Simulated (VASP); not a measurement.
Computed with PBE GGA with D3 dispersion (zero damping), VASP's PBE PAW potentials (set 64) (plane waves; VASP 6.6.1).

The input files of a VASP run:

**INCAR**
```
! general
SYSTEM  = SnO
PREC    = Accurate
ENCUT   = 520
LREAL   = .False.
LASPH   = .True.

! electronic loop
EDIFF   = 1E-7
NELM    = 100
ALGO    = Normal
LMAXMIX = 4

! smearing
ISMEAR  = 0
SIGMA   = 0.05

! functional
GGA     = PE
IVDW    = 11

! ions
IBRION  = 2
NSW     = 30
ISIF    = 4
EDIFFG  = -0.01

! output
LWAVE   = .False.
LCHARG  = .False.
```

KPOINTS:
```
Automatic mesh
0
Gamma
 6 6 5
0 0 0
```

### POSCAR
```
SnO
1
    3.8074582351     0.0000000000     0.0000000000
    0.0000000000     3.8074582351     0.0000000000
    0.0000000000     0.0000000000     4.7993500728
Sn O
2 2
Direct
  0.5000000000   0.0000000000   0.7599397207
  0.0000000000   0.5000000000   0.2400602793
  0.5000000000   0.5000000000   0.0000000000
  1.0000000000   0.0000000000   0.0000000000
```

POTCAR, in this order: Sn_d O (PBE.64 set). Program: vasp_std.

The run wrote:

OSZICAR:
```
       N       E                     dE             d eps       ncg     rms          rms(c)
DAV:   1     0.405224372996E+03    0.40522E+03   -0.20848E+04  1448   0.257E+03
DAV:   2     0.301003136972E+02   -0.37512E+03   -0.36946E+03  1544   0.581E+02
DAV:   3    -0.242908484809E+02   -0.54391E+02   -0.53900E+02  1744   0.195E+02
DAV:   4    -0.262952117920E+02   -0.20044E+01   -0.20020E+01  1568   0.418E+01
DAV:   5    -0.263555549413E+02   -0.60343E-01   -0.60337E-01  1952   0.722E+00    0.117E+01
DAV:   6    -0.226824740274E+02    0.36731E+01   -0.24483E+01  2448   0.522E+01    0.471E+00
DAV:   7    -0.226856713173E+02   -0.31973E-02   -0.22451E+00  1640   0.985E+00    0.256E+00
DAV:   8    -0.226898910514E+02   -0.42197E-02   -0.56164E-01  2144   0.565E+00    0.105E+00
DAV:   9    -0.226679725816E+02    0.21918E-01   -0.17720E-01  2224   0.417E+00    0.262E-01
DAV:  10    -0.226703137293E+02   -0.23411E-02   -0.23438E-02  2048   0.137E+00    0.236E-01
DAV:  11    -0.226690677156E+02    0.12460E-02   -0.82655E-03  2256   0.873E-01    0.291E-02
DAV:  12    -0.226691823098E+02   -0.11459E-03   -0.98057E-04  1536   0.193E-01    0.569E-02
DAV:  13    -0.226691572011E+02    0.25109E-04   -0.66362E-05  2280   0.953E-02    0.286E-02
DAV:  14    -0.226691467751E+02    0.10426E-04   -0.62204E-05  2264   0.681E-02    0.482E-03
DAV:  15    -0.226691470168E+02   -0.24164E-06   -0.53208E-06  2016   0.152E-02    0.608E-03
DAV:  16    -0.226691472962E+02   -0.27946E-06   -0.24257E-07  1480   0.450E-03    0.400E-03
DAV:  17    -0.226691475220E+02   -0.22582E-06   -0.57499E-07  1608   0.812E-03    0.138E-04
DAV:  18    -0.226691475397E+02   -0.17610E-07   -0.45159E-08   816   0.170E-03
   1 F= -.23198555E+02 E0= -.23198314E+02  d E =-.231986E+02
       N       E                     dE             d eps       ncg     rms          rms(c)
DAV:   1    -0.226706943837E+02   -0.15469E-02   -0.41534E+00  1744   0.130E+01    0.463E-01
DAV:   2    -0.226803187676E+02   -0.96244E-02   -0.11409E-01  2104   0.307E+00    0.200E-01
DAV:   3    -0.226798776557E+02    0.44111E-03   -0.15338E-03  2096   0.389E-01    0.117E-01
DAV:   4    -0.226797020807E+02    0.17558E-03   -0.30522E-04  2248   0.300E-01    0.261E-02
DAV:   5    -0.226797065591E+02   -0.44784E-05   -0.11524E-04  1712   0.108E-01    0.111E-02
DAV:   6    -0.226797083310E+02   -0.17719E-05   -0.12273E-05  2192   0.390E-02    0.554E-03
DAV:   7    -0.226797088913E+02   -0.56037E-06   -0.16828E-06  1784   0.106E-02    0.141E-03
DAV:   8    -0.226797090158E+02   -0.12443E-06   -0.15371E-07  1080   0.340E-03    0.532E-04
DAV:   9    -0.226797089483E+02    0.67469E-07   -0.32256E-08   816   0.372E-03
   2 F= -.23209678E+02 E0= -.23209377E+02  d E =-.111230E-01
       N       E                     dE             d eps       ncg     rms          rms(c)
DAV:   1    -0.226791554995E+02    0.55352E-03   -0.45442E-01  1728   0.424E+00    0.157E-01
DAV:   2    -0.226802817716E+02   -0.11263E-02   -0.13044E-02  2080   0.107E+00    0.664E-02
DAV:   3    -0.226802253741E+02    0.56398E-04   -0.18120E-04  1936   0.151E-01    0.394E-02
DAV:   4    -0.226802025359E+02    0.22838E-04   -0.40251E-05  2192   0.110E-01    0.850E-03
DAV:   5    -0.226802038131E+02   -0.12773E-05   -0.14233E-05  1728   0.391E-02    0.369E-03
DAV:   6    -0.226802043630E+02   -0.54991E-06   -0.11915E-06  1968   0.156E-02    0.163E-03
DAV:   7    -0.226802043602E+02    0.28094E-08   -0.15230E-07   912   0.448E-03
   3 F= -.23210383E+02 E0= -.23210095E+02  d E =-.118284E-01
       N       E                     dE             d eps       ncg     rms          rms(c)
DAV:   1    -0.226863236374E+02   -0.61193E-02   -0.26210E-01  1536   0.438E+00    0.449E-01
DAV:   2    -0.226834313042E+02    0.28923E-02   -0.98682E-03  2008   0.155E+00    0.277E-01
DAV:   3    -0.226816161304E+02    0.18152E-02   -0.18324E-03  2080   0.782E-01    0.513E-02
DAV:   4    -0.226816150704E+02    0.10600E-05   -0.54799E-04  1856   0.195E-01    0.179E-02
DAV:   5    -0.226816159726E+02   -0.90223E-06   -0.58991E-05  1816   0.696E-02    0.610E-03
DAV:   6    -0.226816144496E+02    0.15231E-05   -0.52376E-06  2064   0.294E-02    0.196E-03
DAV:   7    -0.226816143741E+02    0.75430E-07   -0.72597E-07  1776   0.848E-03
   4 F= -.23211876E+02 E0= -.23211573E+02  d E =-.149275E-02
       N       E                     dE             d eps       ncg     rms          rms(c)
DAV:   1    -0.226885797591E+02   -0.69653E-02   -0.35882E-01  1544   0.512E+00    0.525E-01
DAV:   2    -0.226846534539E+02    0.39263E-02   -0.13727E-02  1976   0.178E+00    0.325E-01
DAV:   3    -0.226821688837E+02    0.24846E-02   -0.24647E-03  2080   0.922E-01    0.609E-02
DAV:   4    -0.226821648529E+02    0.40308E-05   -0.75754E-04  1912   0.234E-01    0.211E-02
DAV:   5    -0.226821659777E+02   -0.11248E-05   -0.80251E-05  1800   0.814E-02    0.724E-03
DAV:   6    -0.226821639934E+02    0.19843E-05   -0.68389E-06  2104   0.349E-02    0.228E-03
DAV:   7    -0.226821639049E+02    0.88578E-07   -0.97710E-07  1808   0.972E-03
   5 F= -.23212511E+02 E0= -.23212195E+02  d E =-.212789E-02
```

OUTCAR:
```
------------------------ aborting loop because EDIFF is reached ----------------------------------------
 Edisp (eV)   -0.53035
  FORCE on cell =-STRESS in cart. coord.  units (eV):
  Direction    XX          YY          ZZ          XY          YZ          ZX
  --------------------------------------------------------------------------------------
  Total       0.34706     0.34706     0.33755     0.00000     0.00000     0.00000
  in kB       7.99207     7.99207     7.77324     0.00000     0.00000     0.00000
  external pressure =        7.92 kB  Pullay stress =        0.00 kB
  volume of cell :       69.57
      direct lattice vectors                 reciprocal lattice vectors
     3.832483994  0.000000000  0.000000000     0.260927378  0.000000000  0.000000000
     0.000000000  3.832483994  0.000000000     0.000000000  0.260927378  0.000000000
     0.000000000 -0.000000000  4.736876110     0.000000000 -0.000000000  0.211109596
 POSITION                                       TOTAL-FORCE (eV/Angst)
 -----------------------------------------------------------------------------------
      1.91624     -0.00000      3.57205         0.000000      0.000000     -0.000875
      0.00000      1.91624      1.16482        -0.000000     -0.000000      0.000875
      1.91624      1.91624      0.00000        -0.000000      0.000000      0.000000
      0.00000      0.00000      0.00000        -0.000000     -0.000000      0.000000
 -----------------------------------------------------------------------------------
    total drift:                                0.000000      0.000000      0.000000
  FREE ENERGIE OF THE ION-ELECTRON SYSTEM (eV)
  ---------------------------------------------------
  free  energy   TOTEN  =       -23.2125111262 eV

  energy  without entropy=      -23.2118783554  energy(sigma->0) =      -23.21219474

 reached required accuracy - stopping structural energy minimisation
```
(Selected blocks of OUTCAR.)

CONTCAR:
```
SnO
   1.00000000000000
     3.8324839936905977    0.0000000000000000    0.0000000000000000
     0.0000000000000000    3.8324839936905977    0.0000000000000000
     0.0000000000000000   -0.0000000000000000    4.7368761099092236
  Sn              O
     2     2
Direct
     0.5000000000000000    0.0000000000000000    0.7540947825371205
     0.0000000000000000    0.5000000000000000    0.2459052174628795
     0.5000000000000000    0.5000000000000000    0.0000000000000000
     0.0000000000000000    0.0000000000000000    0.0000000000000000
```

The compound is SnO in the litharge structure. This cell is one point of a volume scan, at 0.97 of the reference volume. Symmetry was kept, so distortions that lower it aren't found.
